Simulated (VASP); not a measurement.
# BeOsF (P-6m2) in VASP: reference runs

Reference runs on BeOsF: the cell as given.

All numbers are computed with VASP 6.6.1; they aren't measurements. Logs are shortened: lines on timing, memory, paths and dates and some standing lists are left out, and cuts for length are marked.

### 1 The structure

Symmetry: P-6m2, No. 187, hexagonal system. Conventional cell: a = 3.476 Å, b = 3.476 Å, c = 3.484 Å, α = 90.00°, β = 90.00°, γ = 120.00°. Be (site symmetry -6m2) is surrounded by 3 Os at 2.01 Å. Os (site symmetry -6m2) has 3 Be at 2.01 Å as nearest neighbours. F (site symmetry -6m2) has 6 Be at 2.66 Å and 6 Os at 2.66 Å as nearest neighbours.

The cell was built by a generator and needn't be a form met in nature.

### 2 Single point, PBE

File INCAR:

```
SYSTEM = BeOsF
PREC = Accurate
ENCUT = 520
EDIFF = 1E-7
ISMEAR = -1
SIGMA = 0.05
LREAL = .False.
LASPH = .True.
NELM = 80
ALGO = Normal
ISIF = 2
LWAVE = .False.
LCHARG = .False.
GGA = PE
NBANDS = 16
```

File KPOINTS:

```
regular mesh
0
Gamma
  9 9 8
  0 0 0
```

File POSCAR:

```
BeOsF
1.0
    3.4755500200      0.0000000000      0.0000000000
   -1.7377750100      3.0099146100      0.0000000000
    0.0000000000      0.0000000000      3.4842265700
Be Os F
1 1 1
Direct
    0.3333333300      0.6666666700      0.5000000000
    0.0000000000      0.0000000000      0.5000000000
    0.6666666700      0.3333333300      0.0000000000
```

Potentials or basis: VASP PAW PBE potentials, release 64 (Be, Os, F).

Command:

```bash
cat potpaw_PBE.64/Be/POTCAR potpaw_PBE.64/Os/POTCAR potpaw_PBE.64/F/POTCAR > POTCAR
mpirun -np 1 vasp_std > vasp.out
```

OUTCAR:

```text
SYSTEM = BeOsF
   PREC = Accurate
   ENCUT = 520
   EDIFF = 1E-7
   ISMEAR = -1
   LREAL = .False.
   LASPH = .True.
   NELM = 80
   ISIF = 2
   GGA = PE

 ion  position               nearest neighbor table
   1  0.333  0.667  0.500-   2 2.01   2 2.01   2 2.01
   2  0.000  0.000  0.500-   1 2.01   1 2.01   1 2.01
   3  0.667  0.333  0.000-

  LATTYP: Found a hexagonal cell.
 ALAT       =     3.4755500200
 C/A-ratio  =     1.0024964538

  Lattice vectors:

 A1 = (   3.4755500200,   0.0000000000,   0.0000000000)
 A2 = (  -1.7377750100,   3.0099146100,   0.0000000000)
 A3 = (   0.0000000000,   0.0000000000,   3.4842265700)

Analysis of symmetry for initial positions (statically):
=====================================================================
 Subroutine PRICEL returns:
 Original cell was already a primitive cell.

 Routine SETGRP: Setting up the symmetry group for a
 hexagonal supercell.

 Subroutine GETGRP returns: Found 12 space group operations
 (whereof 12 operations were pure point group operations)
 out of a pool of 24 trial point group operations.

The static configuration has the point symmetry D_3h.

Analysis of symmetry for dynamics (positions and initial velocities):
=====================================================================
 Subroutine PRICEL returns:
 Original cell was already a primitive cell.

 Routine SETGRP: Setting up the symmetry group for a
 hexagonal supercell.

 Subroutine GETGRP returns: Found 12 space group operations
 (whereof 12 operations were pure point group operations)
 out of a pool of 24 trial point group operations.

The dynamic configuration has the point symmetry D_3h.

 Subroutine INISYM returns: Found 12 space group operations
 (whereof 12 operations are pure point group operations),
 and found     1 'primitive' translations

----------------------------------------------------------------------------------------

                                     Primitive cell

  volume of cell :      36.4489

  direct lattice vectors                    reciprocal lattice vectors
     3.475550020  0.000000000  0.000000000     0.287724243  0.166117669  0.000000000
    -1.737775010  3.009914610  0.000000000     0.000000000  0.332235339  0.000000000
     0.000000000  0.000000000  3.484226570     0.000000000  0.000000000  0.287007742

  length of vectors
     3.475550020  3.475550020  3.484226570     0.332235339  0.332235339  0.287007742

  position of ions in fractional coordinates (direct lattice)
     0.333333330  0.666666670  0.500000000
     0.000000000  0.000000000  0.500000000
     0.666666670  0.333333330  0.000000000

  ion indices of the primitive-cell ions
   primitive index   ion index
                 1           1
                 2           2
                 3           3

----------------------------------------------------------------------------------------

 KPOINTS: regular mesh

Automatic generation of k-mesh.
 Grid dimensions read from file:
 generate k-points for:    9    9    8

 Generating k-lattice:

  Cartesian coordinates                     Fractional coordinates (reciprocal lattice)
     0.031969360  0.018457519  0.000000000     0.111111111 -0.000000000  0.000000000
     0.000000000  0.036915038  0.000000000     0.000000000  0.111111111  0.000000000
     0.000000000  0.000000000  0.035875968     0.000000000  0.000000000  0.125000000

  Length of vectors
     0.036915038  0.036915038  0.035875968

  Shift w.r.t. Gamma in fractional coordinates (k-lattice)
     0.000000000  0.000000000  0.000000000

 Subroutine IBZKPT returns following result:
 ===========================================

 Found     60 irreducible k-points:

 Following reciprocal coordinates:
            Coordinates               Weight
  0.000000  0.000000  0.000000      1.000000
  0.111111 -0.000000  0.000000      6.000000
  0.222222 -0.000000  0.000000      6.000000
  0.333333 -0.000000  0.000000      6.000000
  0.444444 -0.000000  0.000000      6.000000
  0.111111  0.111111  0.000000      6.000000
[... 16 lines left out ...]
  0.333333  0.222222  0.125000     24.000000
  0.333333  0.333333  0.125000      4.000000
 [... further k-points ...]
   k-points           NKPTS =     60   k-points in BZ     NKDIM =     60   number of bands    NBANDS=     16
   number of dos      NEDOS =    301   number of ions     NIONS =      3
   total plane-waves  NPLWV =  21952
   dimension x,y,z NGX =    28 NGY =   28 NGZ =   28
   dimension x,y,z NGXF=    56 NGYF=   56 NGZF=   56
   ions per type =               1   1   1
   NGX,Y,Z   is equivalent  to a cutoff of  13.39, 13.39, 13.36 a.u.
   NGXF,Y,Z  is equivalent  to a cutoff of  26.79, 26.79, 26.72 a.u.
 SYSTEM =  BeOsF
   PREC   = accura    normal or accurate (medium, high low for compatibility)
   ISTART =      0    job   : 0-new  1-cont  2-samecut
   ICHARG =      2    charge: 1-file 2-atom 10-const
   ISPIN  =      1    spin polarized calculation?
   LNONCOLLINEAR =      F non collinear calculations
   LSORBIT =      F    spin-orbit coupling
   LASPH  =      T    aspherical Exc in radial PAW
   ENCUT  =  520.0 eV  38.22 Ry    6.18 a.u.   6.46  6.46  6.48*2*pi/ulx,y,z
   NELM   =     80;   NELMIN=  2; NELMDL= -5     # of ELM steps
   EDIFF  = 0.1E-06   stopping-criterion for ELM
   LREAL  =      F    real-space projection
   EDIFFG = 0.1E-05   stopping-criterion for IOM
   NSW    =      0    number of steps for IOM
   IBRION =     -1    ionic relax: 0-MD 1-quasi-New 2-CG
   NFREE  =      0    steps in history (QN), initial steepest desc. (CG)
   ISIF   =      2    stress and relaxation
   ISYM   =      2    0-nonsym 1-usesym 2-fastsym
   POTIM  = 0.5000    time-step for ionic-motion
   TEBEG  =    0.0;   TEEND  =   0.0 temperature during run
   PSTRESS=    0.0 pullay stress
   NELECT =      17.0000    total number of electrons
   NUPDOWN=      -1.0000    fix difference up-down
   EMIN   =  10.00;   EMAX   =-10.00  energy-range for DOS
   EFERMI =   0.00;   METHOD = LEGACY
   ISMEAR =    -1;   SIGMA  =   0.05  broadening in eV -4-tet -1-fermi 0-gaus
   EFERMI_NEDOS =   21; number of points for ismear=-14 and -15
   IALGO  =     38    algorithm
   IMIX   =      4    mixing-type and parameters
     AMIX     =   0.40;   BMIX     =  1.00
     AMIX_MAG =   1.60;   BMIX_MAG =  1.00
  volume/ion in A,a.u.               =      12.15        81.99
  Fermi-wavevector in a.u.,A,eV,Ry     =   1.269589  2.399175 21.930631  1.611856
  Thomas-Fermi vector in A             =   2.402622
   LORBIT       =      0    0 simple, 1 ext, 2 COOP (PROOUT), +10 PAW based schemes
   GGA     = PE    functional components
   LHFCALC =     F    Hartree Fock is set to
   AEXX    =    0.0000 exact exchange contribution
   IVDW    =     0    specifies the selected vdW correction
   LEPSILON=     F    determine dielectric tensor
   LRPA    =     F    only Hartree local field effects (RPA)
 non-spin polarized calculation
  energy-cutoff  :      520.00
  volume of cell :       36.45
 maximum number of plane-waves:      1003
 NGX is ok and might be reduce to    28
   NGX = 13   NGY = 13   NGZ = 13

 number of electron      16.9999999 magnetization

 Free energy of the ion-electron system (eV)
  ---------------------------------------------------
  ext. energy  EPLUGINS =         0.00000000
  ---------------------------------------------------
  free energy    TOTEN  =       -12.81415519 eV

  energy without entropy =      -12.76892155  energy(sigma->0) =      -12.79153837

 E-fermi :   4.0476     XC(G=0): -11.2249

 val. band max:        4.0470355549   @ k =   0.1111  -0.0000   0.3750
 cond. band min:       4.0559080544   @ k =   0.3333  -0.0000   0.1250
 fundamental gap:      0.0088724995
 Fermi energy:         4.0475785555

 k-point     1 :       0.0000    0.0000    0.0000
  band No.  band energies     occupation
      1     -19.3495      2.00000
      2      -1.3511      2.00000
      3      -1.0749      2.00000
      4      -1.0749      2.00000
      5      -0.9553      2.00000
      6       1.9406      2.00000
[... 8 lines left out ...]
     15      20.7738      0.00000
     16      21.2035      0.00000

 k-point     2 :       0.1111   -0.0000    0.0000
  band No.  band energies     occupation
      1     -19.3351      2.00000
      2      -1.7168      2.00000
      3      -1.0313      2.00000
      4      -0.9928      2.00000
      5      -0.6250      2.00000
      6       1.8122      2.00000
[... 8 lines left out ...]
     15      20.6888      0.00000
     16      20.9879      0.00000

 k-point     3 :       0.2222   -0.0000    0.0000
  band No.  band energies     occupation
      1     -19.2984      2.00000
      2      -2.1468      2.00000
      3      -1.0803      2.00000
      4      -0.9367      2.00000
      5       0.1066      2.00000
      6       1.7363      2.00000
[... 8 lines left out ...]
     15      20.5866      0.00000
     16      20.8663      0.00000

 k-point     4 :       0.3333   -0.0000    0.0000
  band No.  band energies     occupation
      1     -19.2563      2.00000
      2      -2.4812      2.00000
      3      -1.1681      2.00000
      4      -0.8554      2.00000
      5       0.7530      2.00000
      6       2.0730      2.00000
[... 8 lines left out ...]
     15      19.7194      0.00000
     16      20.8189      0.00000
[... 324 lines left out ...]
 k-point    22 :       0.2222    0.2222    0.1250
  band No.  band energies     occupation
      1     -19.2321      2.00000
      2      -2.2886      2.00000
      3      -1.4443      2.00000
      4      -1.0976      2.00000
      5       1.3979      2.00000
      6       1.8413      2.00000
[... 8 lines left out ...]
     15      17.5783      0.00000
     16      19.8340      0.00000

 k-point    23 :       0.3333    0.2222    0.1250
  band No.  band energies     occupation
      1     -19.2124      2.00000
      2      -2.2597      2.00000
      3      -1.4426      2.00000
      4      -1.2669      2.00000
      5       1.5633      2.00000
      6       2.4355      2.00000
[... 8 lines left out ...]
     15      17.9051      0.00000
     16      19.5424      0.00000

 k-point    24 :       0.3333    0.3333    0.1250
  band No.  band energies     occupation
      1     -19.2057      2.00000
      2      -1.9967      2.00000
      3      -1.7431      2.00000
      4      -1.3007      2.00000
      5       1.8826      2.00000
      6       2.5963      2.00000
[... 8 lines left out ...]
     15      18.6527      0.00000
     16      19.0448      0.00000

 [... further k-points ...]
[... 5 lines left out ...]
  --------------------------------------------------------------------------------------
  -------------------------------------------------------------------------------------
  Total        7.6111097      7.6111097     -1.0648017      0.0000000      0.0000000      0.0000000
  in kB      334.5603397    334.5603398    -46.8053205      0.0000000      0.0000000      0.0000000
  external PRESSURE =     207.4384530 kB  Pullay stress =       0.0000000 kB

 VOLUME and BASIS-vectors are now :
 -----------------------------------------------------------------------------
  energy-cutoff  :      520.00
  volume of cell :       36.45
      direct lattice vectors                 reciprocal lattice vectors
     3.475550020  0.000000000  0.000000000     0.287724243  0.166117669  0.000000000
    -1.737775010  3.009914610  0.000000000     0.000000000  0.332235339  0.000000000
     0.000000000  0.000000000  3.484226570     0.000000000  0.000000000  0.287007742

 POSITION                                       TOTAL-FORCE (eV/Angst)
 -----------------------------------------------------------------------------------
     -0.00000      2.00661      1.74211         0.000000     -0.000000      0.000000
      0.00000      0.00000      1.74211         0.000000     -0.000000      0.000000
      1.73778      1.00330      0.00000        -0.000000      0.000000      0.000000
 -----------------------------------------------------------------------------------
    total drift:                               -0.000035      0.000020     -0.000000

  FREE ENERGIE OF THE ION-ELECTRON SYSTEM (eV)
  ---------------------------------------------------
  free  energy   TOTEN  =       -12.8141551910 eV

  energy  without entropy=      -12.7689215485  energy(sigma->0) =      -12.79153837
```

It took 78 s on 1 thread of AMD EPYC, shared host; peak memory 0.15 GiB.

Results:

| Quantity | Value |
| --- | --- |
| Free energy | -12.8142 eV |
| Pressure | 20.7 GPa |
| Band gap on the k mesh | none (metal or under the smearing width) |

Levels at points of the mesh, in eV from the Fermi level:
| k point | band 5 | band 6 | band 7 | band 8 | band 9 | band 10 | band 11 | band 12 |
| --- | --- | --- | --- | --- | --- | --- | --- | --- |
| (0.00, 0.00, 0.00) | -5.00 | -2.11 | -2.11 | -2.05 | 0.16 | 0.16 | 5.83 | 10.58 |
| (0.00, 0.00, 0.50) | -2.84 | -2.84 | -1.99 | -0.10 | -0.10 | 0.47 | 1.86 | 11.10 |

Caveat: so large a pressure means that the cell lies far from this level's equilibrium, or that cutoff or potentials fall short; an odd number of electrons without spin polarisation forces a metal; a magnetic or distorted state may lie lower. The run has no spin-orbit coupling, so splittings on Os are missing.
